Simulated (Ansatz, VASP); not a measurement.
# Cross-check of Sb (antimonene 3 layers, AB) between VASP and Ansatz

One calculation is typed for both programs; each brings its own data sets. How far apart do they land? Of the first pair: The structure shown is the start of the Ansatz relaxation below; VASP solves that cell, so the two are compared at the walk's first step.

Program: Ansatz 0.2.0. Level of theory: plane waves, with VASP 6.6.1 beside it; single point at PBE with D3(BJ). Results are calculated unless marked as measured.

### Step 1. Starting point

The cell holds 6 atoms: 6 Sb. Its edges and angles: a = 4.120 Å, b = 4.120 Å, c = 45.700 Å, α = 90.0°, β = 90.0°, γ = 120.0°. Vacuum lies along c. The height across the vacuum is the one that the program set for its solve, not the one typed.

### Step 2. Ansatz: relaxation, PBE with D3(BJ)

Ansatz runs on its default PAW (the set named soft_2) files.

The two programs are compared at the cell with which this relaxation starts, whose forces are those of its first step.

The input, input.yaml:

```yaml
crystal:
  lattice:
    - [4.12, 0.0, 0.0]
    - [-2.06, 3.5680246636, 0.0]
    - [0.0, 0.0, 28.95]
  atoms:
    - { symbol: Sb, position: [0.6666666667, 0.3333333333, 0.310880829] }
    - { symbol: Sb, position: [0.3333333333, 0.6666666667, 0.3678756477] }
    - { symbol: Sb, position: [0.0, 0.0, 0.4715025907] }
    - { symbol: Sb, position: [0.6666666667, 0.3333333333, 0.5284974093] }
    - { symbol: Sb, position: [0.6666666667, 0.3333333333, 0.6321243523] }
    - { symbol: Sb, position: [0.3333333333, 0.6666666667, 0.689119171] }
  periodic: [true, true, false]
kpoints:
  mp_grid: { grid: [12, 12, 1] }
hamiltonian:
  xc: pbe
  dispersion: d3bj
scf:
  occupations: { method: fermi_dirac, width: 0.05 }
  convergence: { dr2_threshold: 1.0e-09 }
relax:
  f_tol: 0.004
  max_steps: 90
  cell: {}
output:
  write_potential: true
  write_density: true
  volumetric_format: npy
```

Run with:

```
ansatz run input.yaml --threads 4 --pin off --max-ram 6144MiB --backend cpu --events-out ev --progress --plain --runs-dir out
```

Numbers of over 12 decimals in the logs are rounded to 6 here.

Output:

```text
Warning: crystal.periodic: the lattice vector that does not repeat stood 0.000° off the slab's normal, 28.950 Å along it as the deck builds it. The run solves the slab on a vector along the normal, 45.700 Å long, with every atom where it was (on the deck's vector they left 18.00 Å outside them, and the widest stretch free of ions among them is 3.00 Å). A fractional position that the run reports is one of the run's ce [...]
Warning: relax.cell: scf.convergence.dr2_threshold = 1e-9 eV is looser than the 1.36704621174e-10 eV advised for a relaxation that steers and ends on the stress (1e-10 eV for each atom of the cell: 6, times the square of relax.cell.stress_2d_tol = 0.05 N/m over 21.0 Å (the atoms' height at the walk's start and 5 Å past either face), 2.387e-2 GPa, over a crystal's default 0.05). What an SCF threshold leaves in a stress goes as its square root, and in the free energy as the threshold itself, and one threshold admits the most on a small cell: [figures from the program's tests cut] Set scf.convergence.dr2_threshold to 1.36704621174e-10 eV or tighter. [rest of the remark cut]
crystal.periodic: the lattice vector that does not repeat stood 0.000° off the slab's normal, 28.950 Å along it as the deck builds it. The run solves the slab on a vector along the normal, 45.700 Å long, with every atom where it was (on the deck's vector they left 18.00 Å outside them, and the widest stretch free of ions among them is 3.00 Å). A fractional position that the run reports is one of the run's cell, which [...]
Engine: ansatz 0.2.0, aarch64-unknown-linux-gnu
Pseudopotentials: kind: paw
Pseudopotential: Sb, paw, valence charge 15, recommended cutoff 420 eV (normal), Sb.paw.azcp
Functional definition: PBE
  parameter kappa = 0.804
  parameter beta = 0.066725
  exchange = pbe_x(kappa = kappa, mu = beta*pi^2/3)
  correlation = pbe_c(beta = beta)
Crystal: 6 atoms, lattice volume = 671.802 Å³
[...]
Crystal: 6 atoms, lattice volume = 680.418 Å³
Basis set: ecut = 420 eV, 13131 PW (Γ), exchange–correlation on 60×60×640 points (8 copies of the dense FFT grid, shifted against one another)
iter 1 solved again at ethr=2.11e-8 eV; its pass at ethr=3.10e-3 eV (dr2=1.90e-5 eV) is discarded
SCF iter   1: F=—  HF=-38908.530893 eV  |F-HF|=—  |Δ(HF+E_count)|=         —  Δρ=7.43e-5  dr2=2.09e-5  ethr=2.11e-8  ⟨swp⟩=4.8  Hψ=5983  notcnv=0
preconditioner: auto → LDOS  [metal: Δε(μ)=0.025 eV  Ē_g=7.507 eV  σ=0.050 eV  W_gap=0.12  n_scr=106 (ndim 8)  ℏωp=7.8 eV  f_vac=0.675  D(μ)=1.26/eV (n_scr^D=8)  β→1.0]
SCF iter   2: F=—  HF=-38908.530897 eV  |F-HF|=—  |Δ(HF+E_count)|=   4.70e-6  Δρ=1.75e-5  dr2=1.17e-5  ethr=2.11e-8  ⟨swp⟩=3.1  Hψ=1881  notcnv=0
SCF iter   3: F=—  HF=-38908.530896 eV  |F-HF|=—  |Δ(HF+E_count)|=   1.40e-6  Δρ=1.79e-5  dr2=2.14e-5  ethr=1.30e-8  ⟨swp⟩=3.1  Hψ=1849  notcnv=0
SCF iter   4: F=—  HF=-38908.530892 eV  |F-HF|=—  |Δ(HF+E_count)|=   4.44e-6  Δρ=4.17e-6  dr2=2.81e-7  ethr=1.30e-8  ⟨swp⟩=2.6  Hψ=1297  notcnv=0
SCF iter   5: F=—  HF=-38908.530945 eV  |F-HF|=—  |Δ(HF+E_count)|=   5.31e-5  Δρ=8.59e-7  dr2=2.36e-8  ethr=3.12e-10  ⟨swp⟩=3.0  Hψ=1986  notcnv=0
SCF iter   6: F=—  HF=-38908.530945 eV  |F-HF|=—  |Δ(HF+E_count)|=   1.04e-8  Δρ=2.76e-7  dr2=2.41e-9  ethr=2.63e-11  ⟨swp⟩=2.7  Hψ=1814  notcnv=0
SCF iter   7: F=-38908.530945 eV  HF=-38908.530945 eV  |F-HF|=4.51e-10  |Δ(HF+E_count)|=   4.82e-9  Δρ=9.73e-8  dr2=3.04e-10  ethr=1.11e-12  ⟨swp⟩=11.5  Hψ=6794  notcnv=0
SCF 8 converged in 7 iterations: F = -38908.530945 eV  dr2 = 3.04e-10
relax step   8: F+E_penalty+E_count = -38908.53094470 eV  Δ(F+E_penalty+E_count) = -3.837e-6 eV  max|allowed force component| = 2.414e-3 eV/Å  Δτ_max = 0.0045 Å  P = +0.010 N/m  Ω = 680.418 Å³  energy of the carried Pulay correction = -4.631e-4 eV  fix = [c, alpha, beta]  reactions: c +0.000 N/m  (7 SCF iters, accepted)
Initial wavefunctions: pseudopotential atomic-orbital guess (no wavefunctions were taken with the density)
iter 1 solved again at ethr=1.22e-6 eV; its pass at ethr=3.10e-3 eV (dr2=1.10e-3 eV) is discarded
SCF iter   1: F=—  HF=-38908.531578 eV  |F-HF|=—  |Δ(HF+E_count)|=         —  Δρ=6.79e-6  dr2=7.17e-8  ethr=1.22e-6  ⟨swp⟩=5.0  Hψ=9606  notcnv=0
eigensolver tolerance schedule: the retry pair's looser diagonalisation over-reported the residual by 15373.14 of it (diagonalisation noise at an unbounded share of the residual, at the tolerance the schedule requests for it); recorded, not acted on — ethr = c·dr2/N_el stays at c = 1.0e-1
SCF iter   2: F=—  HF=-38908.531396 eV  |F-HF|=—  |Δ(HF+E_count)|=   1.82e-4  Δρ=3.39e-6  dr2=8.39e-8  ethr=7.97e-11  ⟨swp⟩=6.1  Hψ=3606  notcnv=0
SCF iter   3: F=—  HF=-38908.531396 eV  |F-HF|=—  |Δ(HF+E_count)|=   3.92e-8  Δρ=6.08e-7  dr2=5.25e-9  ethr=7.97e-11  ⟨swp⟩=2.3  Hψ=1896  notcnv=0
SCF iter   4: F=—  HF=-38908.531396 eV  |F-HF|=—  |Δ(HF+E_count)|=  8.29e-10  Δρ=5.93e-7  dr2=2.23e-8  ethr=5.84e-12  ⟨swp⟩=3.3  Hψ=2232  notcnv=0
SCF iter   5: F=—  HF=-38908.531396 eV  |F-HF|=—  |Δ(HF+E_count)|=   1.52e-9  Δρ=1.76e-7  dr2=1.01e-9  ethr=5.84e-12  ⟨swp⟩=2.9  Hψ=1840  notcnv=0
SCF iter   6: F=-38908.531396 eV  HF=-38908.531396 eV  |F-HF|=1.09e-10  |Δ(HF+E_count)|=  5.82e-11  Δρ=4.84e-8  dr2=2.33e-11  ethr=1.11e-12  ⟨swp⟩=14.8  Hψ=7254  notcnv=0
SCF 9 converged in 6 iterations: F = -38908.531396 eV  dr2 = 2.33e-11
relax step   9: F+E_penalty+E_count = -38908.53139599 eV  Δ(F+E_penalty+E_count) = -4.513e-4 eV  max|allowed force component| = 2.382e-3 eV/Å  Δτ_max = 0.0000 Å  P = +0.008 N/m  Ω = 680.418 Å³  fix = [c, alpha, beta]  reactions: c +0.000 N/m  stress off target by 7.83e-3 N/m on what of the cell is left free  SCF on the basis re-selected at this cell (its energy is not comparable with the rows above)  (6 SCF iters)
basis re-selected at this cell: Δ(F+E_penalty+E_count) = -4.513e-4 eV, ΔP = -0.002 N/m vs the last step (what re-selecting the basis moved, of the pressure what is left beyond the Pulay correction that the steps carried, after the strain that the cell walked since its last selection, with what the two solves' SCF thresholds leave and, on support functions, any second-order correction that the steps lacked; it is no m [...]
SCF converged after 6 iterations
Free energy (F): -38908.531396 eV
Harris-Foulkes:  -38908.531396 eV  (|F-HF|=1.09e-10)
Internal energy: -38908.521760 eV  (E = F + TS)
E sigma→0 (E₀):  -38908.526578 eV
Entropy (-TS):   -0.009636 eV (-1.606 meV/atom)
Fermi energy:    -3.916758 eV
--- Per-component energies (eV) ---
  E_band       = -2280.994390
  E_kinetic    = 1240.378306
  E_local      = -351039.454855  (includes V_loc(G=0)·N_el)
  E_nonlocal   = 2172.862848
  E_hartree    = 174442.971757
  E_xc         = -829.112068
  E_vxc        = -575.119809  (∫ρ·V_xc dr)
  E_paw        = -27451.502536  (= ΣΔE_a)
  E_vpaw       = -2965.603853  (= ΣTr[D̂ρ^β])
  E_aug_tail   = -0.000009  (compensation charges beyond the density's cutoff)
  E_ewald      = 162557.402343
  E_disp       = -2.067546  (pairwise vdW)
  E_smearing   = -0.009636  (= −TS)
  E_closure    = -0.000000  (closes the sum)
  Σ components = -38908.531396   (vs F -38908.531396, Δ=0.00e0)
--- Forces (eV/Å), atoms counted from 1 ---
  atom   1  Sb     0.00000000     0.00000000    -0.00118206
  atom   2  Sb     0.00000000     0.00000000     0.00150928
  atom   3  Sb     0.00000000    -0.00000000    -0.00113037
  atom   4  Sb    -0.00000000    -0.00000000     0.00048131
  atom   5  Sb     0.00000000     0.00000000    -0.00206014
  atom   6  Sb    -0.00000000    -0.00000000     0.00238200
  max |Σ_I F_I| component: 2.11e-8 eV/Å
--- 2D stress c σ (N/m, compression-positive) ---
        0.007830      -0.000000       0.000000
       -0.000000       0.007830       0.000000
        0.000000       0.000000       0.000000
  P = ½ c Tr σ = 0.0078 N/m
--- Band table (eV; the first three rows and the last of 19) ---
  k-point 0: bands = ["-33.5076", "-33.5076", "-33.4710", "-33.4710", "-33.4313", "-33.4313", "-33.4182", "-33.4176", "-33.4176", "-33.3982", "-33.3864", "-33.3864", "-33.3137", "-33.3137", "-33.2768", "-33.2626", "-33.2626", "-33.2466", "-33.2435", "-33.2435", "-33.2099", "-33.2095", "-33.2095", "-33.2066", "-33.2066", "-33.1795", "-33.1786", "-33.1786", "-33.1341", "-33.1341", "-16.6289", "-16.0522", "-15.8743", "-12.2970", "-11.1755", "-10.1520", "-6.2907", "-5.2818", "-5.2818", "-5.2393", "-4.9884", "-4.9884", "-4.8977", "-4.8977", "-4.0778", "-3.5920", "-3.0240", "-2.8246", "-2.8246", "-2.1156", "-2.1156", "-1.9127", "-1.7250", "-1.7250"]
  k-point 1: bands = ["-33.5071", "-33.5041", "-33.4706", "-33.4685", "-33.4311", "-33.4298", "-33.4182", "-33.4165", "-33.4164", "-33.3977", "-33.3859", "-33.3829", "-33.3132", "-33.3116", "-33.2759", "-33.2634", "-33.2630", "-33.2469", "-33.2441", "-33.2440", "-33.2110", "-33.2106", "-33.2101", "-33.2093", "-33.2069", "-33.1821", "-33.1804", "-33.1789", "-33.1380", "-33.1343", "-16.5542", "-15.9800", "-15.8027", "-12.2635", "-11.1752", "-10.2123", "-6.3347", "-6.0368", "-5.6998", "-5.5850", "-5.5246", "-5.0978", "-5.0271", "-4.9775", "-3.8353", "-3.2968", "-2.8299", "-2.6782", "-2.5421", "-2.1704", "-1.9647", "-1.9572", "-1.5591", "-1.3640"]
  k-point 2: bands = ["-33.5058", "-33.4941", "-33.4694", "-33.4614", "-33.4306", "-33.4255", "-33.4174", "-33.4134", "-33.4133", "-33.3961", "-33.3847", "-33.3728", "-33.3120", "-33.3055", "-33.2730", "-33.2655", "-33.2642", "-33.2478", "-33.2458", "-33.2456", "-33.2201", "-33.2153", "-33.2111", "-33.2103", "-33.2076", "-33.1916", "-33.1831", "-33.1796", "-33.1492", "-33.1350", "-16.3315", "-15.7656", "-15.5910", "-12.1860", "-11.2076", "-10.4415", "-7.1920", "-6.8090", "-6.5080", "-6.0008", "-5.9750", "-5.4486", "-5.3152", "-5.0170", "-4.4802", "-3.1730", "-2.9796", "-2.4174", "-2.3939", "-1.6636", "-1.6442", "-1.4473", "-1.1790", "-0.8679"]
  k-point 18: bands = ["-33.4867", "-33.4785", "-33.4409", "-33.4191", "-33.4131", "-33.4107", "-33.4093", "-33.4001", "-33.3908", "-33.3851", "-33.3793", "-33.2919", "-33.2872", "-33.2851", "-33.2796", "-33.2722", "-33.2720", "-33.2659", "-33.2642", "-33.2561", "-33.2514", "-33.2504", "-33.2348", "-33.2328", "-33.2136", "-33.2132", "-33.2074", "-33.1997", "-33.1882", "-33.1416", "-13.6184", "-13.6120", "-13.5136", "-13.3536", "-13.2905", "-13.2146", "-8.8078", "-8.8042", "-8.3104", "-7.6374", "-6.7966", "-6.7686", "-6.7395", "-6.5804", "-5.8978", "-3.4506", "-3.0908", "-2.8921", "-2.3812", "-1.3234", "-0.9929", "-0.5051", "-0.3434", "0.5848"]
  the weakly bound empty levels are not read free of the cell's end (no_gap_told)
--- Relaxed structure (8 steps of the walk, 8 accepted, 1 SCFs on fresh bases) ---
  F+E_penalty+E_count = -38908.53139599 eV   max|allowed force component| = 2.382e-3 eV/Å   (the final SCF, on the basis selected at the relaxed cell)
  cell:  # Å, volume = 680.4185 Å³
    - [4.146337, 9.746801142216016e-19, 0]
    - [-2.073169, 3.590834, 0]
    - [0, 0, 45.700000]
  atoms:
    - { symbol: Sb, position: [0.666667, 0.333333, 0.202574] }
    - { symbol: Sb, position: [0.333333, 0.666667, 0.237702] }
    - { symbol: Sb, position: [4.824256156706748e-17, 4.317533984671338e-17, 0.288847] }
    - { symbol: Sb, position: [0.666667, 0.333333, 0.324034] }
    - { symbol: Sb, position: [0.666667, 0.333333, 0.405890] }
    - { symbol: Sb, position: [0.333333, 0.666667, 0.441391] }
```

Reading the cycles: dr2 is the Hartree energy of the density residual (eV), the measure of convergence; HF is the Harris–Foulkes estimate of the energy, which meets the free energy F at convergence.

[end of part 1 of 2]

[Lines on the potential files, build, host, timing and source positions are cut from VASP's logs without a mark.]

[Logs are printed without paths, hosts, clocks, repeated set-up lines and the standing remarks that a program may print on its own settings, such as how far it seeks lower states.]

[Hosts, paths, dates, database ids (printed as entryN), source tags and the programs' standing remarks are cut or masked in the printed files.]
